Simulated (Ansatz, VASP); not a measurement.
# MgO (Periclase) in two plane-wave programs, part 2 of 2

One calculation is typed for both programs; each brings its own data sets. How far apart do they land?  Valence electrons are named where the data sets of a main pair hold unlike numbers.

VASP 6.6.1 and Ansatz 0.2.0.

So far: Set-up; VASP: band structure, HSE06; Ansatz: band structure, HSE06.

The database entry behind the starting cell differs from later determinations by our own check (about 0.1 % long), so it need not match the best structure at ambient conditions.

## Step 4: Side by side

Known differences besides the potentials themselves: exact exchange at q = 0 is treated differently, which shows on coarse meshes; VASP keeps PBE cores, Ansatz makes them for the functional; the data sets hold 16 valence electrons in Ansatz (on its default PAW (the set named soft_2) files) and 8 in VASP; the cutoff is 420 eV in Ansatz and 520 eV in VASP; VASP takes a coarser grid for exact exchange (PRECFOCK = Fast). Total energies have different zeros and are not compared.

The two programs side by side:

```
                     quantity  Ansatz   VASP  difference
gap over the path points (eV)   6.469  6.424      +0.045
```

Levels at points of the path, from each program's valence-band top (eV; 3 filled, then empty):

```
k (reciprocal lattice)                         Ansatz                           VASP
     0.000 0.000 0.000      0.00 0.00 0.00 6.47 17.79      0.00 0.00 0.00 6.42 17.75
     0.500 0.000 0.500  -4.34 -1.45 -1.45 10.89 11.92  -4.37 -1.47 -1.47 10.87 11.83
     0.500 0.200 0.700  -3.54 -2.68 -1.84 12.95 13.90  -3.57 -2.70 -1.85 12.93 13.82
     0.400 0.350 0.750  -3.68 -2.87 -1.29 12.07 13.87  -3.71 -2.88 -1.30 12.04 13.80
     0.150 0.150 0.300   -2.44 -0.81 -0.28 9.15 14.38   -2.45 -0.81 -0.28 9.11 14.36
     0.200 0.200 0.200   -2.05 -0.26 -0.26 8.36 15.00   -2.06 -0.26 -0.26 8.32 14.98
     0.550 0.400 0.550  -4.57 -1.49 -0.85 10.71 14.62  -4.59 -1.50 -0.85 10.68 14.59
     0.600 0.250 0.650  -3.68 -2.87 -1.29 12.07 13.87  -3.71 -2.88 -1.30 12.04 13.80
     0.500 0.250 0.750  -3.13 -3.13 -1.88 13.67 13.67  -3.16 -3.16 -1.89 13.66 13.66
     0.500 0.500 0.500   -4.90 -0.71 -0.71 9.70 14.88   -4.92 -0.71 -0.71 9.67 14.84
```

Among the levels compared at these points, filled levels agree within 34 meV and empty ones within 88 meV.

## Step 5: VASP: band structure, HSEsol

The same path points are solved in both programs, so levels can be compared one by one.

The run reads the wave functions of an earlier VASP run, which isn't shown here.

Input file INCAR:

```
SYSTEM = MgO
PREC = Accurate
ENCUT = 520
EDIFF = 1E-06
NELM = 100
ISMEAR = 0
SIGMA = 0.02
LREAL = .FALSE.
ALGO = Normal
LHFCALC = .TRUE.
AEXX = 0.25
GGA = PS
HFSCREEN = 0.2
LASPH = .TRUE.
NBANDS = 10
PRECFOCK = Fast
LORBIT = 11
LWAVE = .FALSE.
LCHARG = .FALSE.
KPAR = 4
```

Input file POSCAR:

```
MgO
1.0
    0.0000000000      2.1085000000      2.1085000000
    2.1085000000      0.0000000000      2.1085000000
    2.1085000000      2.1085000000      0.0000000000
Mg O
1 1
Direct
    0.0000000000      0.0000000000      0.0000000000
    0.5000000000      0.5000000000      0.5000000000
```

Input file KPOINTS:

```
Automatic mesh
0
Gamma
6 6 6
0 0 0
```

Input file KPOINTS_OPT:

```
Line mode
6
Line-mode
Reciprocal
  0.00000000   0.00000000   0.00000000 GAMMA
  0.50000000   0.00000000   0.50000000 X

  0.50000000   0.00000000   0.50000000 X
  0.50000000   0.25000000   0.75000000 W

  0.50000000   0.25000000   0.75000000 W
  0.37500000   0.37500000   0.75000000 K

  0.37500000   0.37500000   0.75000000 K
  0.00000000   0.00000000   0.00000000 GAMMA

  0.00000000   0.00000000   0.00000000 GAMMA
  0.50000000   0.50000000   0.50000000 L

  0.50000000   0.50000000   0.50000000 L
  0.62500000   0.25000000   0.62500000 U

  0.62500000   0.25000000   0.62500000 U
  0.50000000   0.25000000   0.75000000 W

  0.50000000   0.25000000   0.75000000 W
  0.50000000   0.50000000   0.50000000 L

  0.50000000   0.50000000   0.50000000 L
  0.37500000   0.37500000   0.75000000 K

  0.62500000   0.25000000   0.62500000 U
  0.50000000   0.00000000   0.50000000 X
```

The projector-augmented-wave data sets are Mg and O (PBE family, release 64).

Run with:

```
$ mpirun -np 4 vasp_std
```

Numbers of over 12 decimals in the logs are rounded to 6 here.

Output:

```text
[banner, memory and clock lines left out]
running    4 mpi-ranks, on    1 nodes
[...]
|                                                                             |
|               ----> ADVICE to this user running VASP <----                  |
|                                                                             |
|     You enforced a specific xc type in the INCAR file but a different       |
|     [... a line on the potential file left out ...]
|     I HOPE YOU KNOW WHAT YOU ARE DOING!                                     |
|                                                                             |

 LDA part: xc-table for (Slater+PW92), standard interpolation
 found WAVECAR, reading the header
 POSCAR, INCAR and KPOINTS ok, starting setup
[...]
reading WAVECAR
 the WAVECAR file was read successfully
 initial charge from wavefunction
 entering main loop
       N       E                     dE             d eps       ncg     rms          rms(c)
[...]
DAV:   6    -0.146946982411E+02    0.12247E-04   -0.58270E-06   334   0.217E-02    0.212E-02
DAV:   7    -0.146946936340E+02    0.46070E-05   -0.15788E-06   186   0.150E-02    0.120E-02
DAV:   8    -0.146946920438E+02    0.15903E-05   -0.60403E-07   160   0.954E-03    0.677E-03
DAV:   9    -0.146946915265E+02    0.51720E-06   -0.18822E-07   160   0.503E-03
   1 F= -.14694692E+02 E0= -.14694692E+02  d E =-.253792E-48
 Start KPOINTS_OPT (optional k-point list driver)
k-point batch [1-16\60]
       N       E                     dE             ncg
DAV:   1    -0.593792630234E+02   -0.52299E+04      384
DAV:   2    -0.518042672650E+03   -0.45866E+03      370
DAV:   3    -0.532129848991E+03   -0.14087E+02      366
DAV:   4    -0.532237406576E+03   -0.10756E+00      358
DAV:   5    -0.532237666819E+03   -0.26024E-03      364
DAV:   6    -0.532237667692E+03   -0.87309E-06      362
[...]
k-point batch [49-60\60]
       N       E                     dE             ncg
DAV:   1     0.143562735212E+04   -0.45609E+04      264
DAV:   2     0.106251334038E+04   -0.37311E+03      294
DAV:   3     0.105028272465E+04   -0.12231E+02      276
DAV:   4     0.105018261241E+04   -0.10011E+00      280
DAV:   5     0.105018238160E+04   -0.23081E-03      284
DAV:   6     0.105018238078E+04   -0.81261E-06      282
```

Parts of OUTCAR (step 5):

```text
 POSITION                                       TOTAL-FORCE (eV/Angst)
 -----------------------------------------------------------------------------------
      0.00000      0.00000      0.00000         0.000000     -0.000000      0.000000
      2.10850      2.10850      2.10850        -0.000000      0.000000     -0.000000
 -----------------------------------------------------------------------------------
    total drift:                                0.000570      0.000796      0.000805

  FREE ENERGIE OF THE ION-ELECTRON SYSTEM (eV)
  ---------------------------------------------------
  free  energy   TOTEN  =       -14.6946915265 eV

  energy  without entropy=      -14.6946915265  energy(sigma->0) =      -14.69469153

[... 2 parts as in an earlier step ...]

[... 1 further part left out ...]
[key lines of the parts left out:]
E-fermi :   2.0175
```

## Step 6: Ansatz: band structure, HSEsol

The same cell, functional, mesh and smearing now go to Ansatz, which takes its cutoff from its data sets.

Input file input.yaml:

```yaml
crystal:
  lattice:
    - [0.0, 2.1085, 2.1085]
    - [2.1085, 0.0, 2.1085]
    - [2.1085, 2.1085, 0.0]
  atoms:
    - { symbol: Mg, position: [0.0, 0.0, 0.0] }
    - { symbol: O, position: [0.5, 0.5, 0.5] }
hamiltonian:
  xc:
    exchange: hjs_pbesol
    correlation: pbesol
    exx: { coeff: 0.25, omega: 0.2 }
  pseudopotentials: { kind: paw }
kpoints:
  mp_grid: { grid: [6, 6, 6] }
  band_path:
    path:
      - [0.0, 0.0, 0.0]
      - [0.5, 0.0, 0.5]
      - [0.5, 0.2, 0.7]
      - [0.4, 0.35, 0.75]
      - [0.15, 0.15, 0.3]
      - [0.2, 0.2, 0.2]
      - [0.55, 0.4, 0.55]
      - [0.6, 0.25, 0.65]
      - [0.5, 0.25, 0.75]
      - [0.5, 0.5, 0.5]
      - [0.375, 0.375, 0.75]
      - [0.5, 0.0, 0.5]
    npoints: 1
scf:
  occupations: { method: gaussian, width: 0.02 }
  n_extra_bands: 7
output:
  forces: true
  stress: true
  eigenvalues: true
  write_density: true
  write_potential: true
  elf: true
  volumetric_format: npy
```

Run with:

```
$ ansatz run input.yaml --threads 4 --pin off --max-ram 9216MiB --backend cpu --events-out ev --progress --plain --runs-dir out
```

Output:

```text
[...]
Crystal: 2 atoms, lattice volume = 18.748 Å³
Basis set: ecut = 420 eV, 339 PW (Γ), exchange–correlation on 40×40×40 points (8 copies of the dense FFT grid, shifted against one another)
Bands: 15, of which v1, the nominal top of the filled ones, is band 8 counted from 1 (7 counted from 0)
Symmetry: 48 space group operations
[...]
k-points: 16 of 216
[...]
--- Band table (eV; the first three rows and the last of 16) ---
  k-point 0: bands = [... 4 lower, -12.0037, 6.7376, 6.7376, 6.7376, 13.1257, 24.4180, 24.4180, 24.4180, ... 3 higher]
  k-point 1: bands = [... 4 lower, -11.6945, 5.1653, 6.5474, 6.5474, 14.5910, 22.0332, 25.0225, 25.0225, ... 3 higher]
  k-point 2: bands = [... 4 lower, -11.0027, 2.8222, 6.1922, 6.1922, 16.1375, 21.0571, 25.2659, 25.2659, ... 3 higher]
  k-point 15: bands = [... 4 lower, -10.3213, 2.9210, 4.3300, 4.9406, 19.0558, 20.0879, 21.2616, 25.3634, ... 3 higher]
[key lines of the parts left out:]
Free energy (F): -2481.645778 eV
Fermi energy:    9.931644 eV
P = ⅓ Tr σ = -4.9388 GPa (-49.388 kbar)
```

Wall time 9.8 s (4 threads of AMD EPYC 9R14 (Zen 4), shared host); peak memory 0.62 GiB.

## Step 7: Side by side

What differs besides the data sets and the points named for the pairs above, as far as they apply: the data sets hold 16 valence electrons in Ansatz (on its default PAW (the set named soft_2) files) and 8 in VASP. Total energies have different zeros and are not compared.

The two programs side by side:

```
                     quantity  Ansatz   VASP  difference
gap over the path points (eV)   6.388  6.358      +0.030
```

Levels at points of the path, from each program's valence-band top (eV; 3 filled, then empty):

```
k (reciprocal lattice)                         Ansatz                           VASP
     0.000 0.000 0.000      0.00 0.00 0.00 6.39 17.68      0.00 0.00 0.00 6.36 17.63
     0.500 0.000 0.500  -4.38 -1.47 -1.47 10.75 11.82  -4.42 -1.48 -1.48 10.73 11.75
     0.500 0.200 0.700  -3.58 -2.71 -1.86 12.83 13.81  -3.61 -2.73 -1.87 12.81 13.75
     0.400 0.350 0.750  -3.72 -2.90 -1.31 11.95 13.78  -3.75 -2.91 -1.31 11.92 13.72
     0.150 0.150 0.300   -2.47 -0.82 -0.28 9.07 14.25   -2.48 -0.82 -0.28 9.05 14.23
     0.200 0.200 0.200   -2.07 -0.26 -0.26 8.28 14.88   -2.08 -0.26 -0.26 8.25 14.86
     0.550 0.400 0.550  -4.62 -1.50 -0.85 10.60 14.53  -4.63 -1.51 -0.86 10.58 14.51
     0.600 0.250 0.650  -3.72 -2.90 -1.31 11.95 13.78  -3.75 -2.91 -1.31 11.92 13.72
     0.500 0.250 0.750  -3.17 -3.17 -1.90 13.56 13.56  -3.19 -3.19 -1.91 13.55 13.55
     0.500 0.500 0.500   -4.95 -0.71 -0.71 9.58 14.78   -4.96 -0.72 -0.72 9.56 14.76
```

Among the levels compared at these points, filled levels agree within 32 meV and empty ones within 66 meV.

## Step 8: Results

* largest difference of a filled level at the path points (band structure, HSE06): 34 meV
* difference in gap over the path points (band structure, HSE06): 0.045 eV
* largest difference of a filled level at the path points (band structure, HSEsol): 32 meV

The difference in gap over the path points is 0.045 eV (band structure, HSE06), within the 0.08 eV picked in this series as the mark of a large difference. The data sets hold unlike numbers of valence electrons (16 in Ansatz and 8 in VASP), so part of the differences comes from the potentials. How closely two codes agree says nothing of how well the functional describes the real material.

[Lines on the potential files, build, host, timing and source positions are cut from VASP's logs without a mark.]

[Logs are printed without paths, hosts, clocks, repeated set-up lines and the standing remarks that a program may print on its own settings, such as how far it seeks lower states.]

[Hosts, paths, dates, database ids (printed as entryN), source tags and the programs' standing remarks are cut or masked in the printed files.]
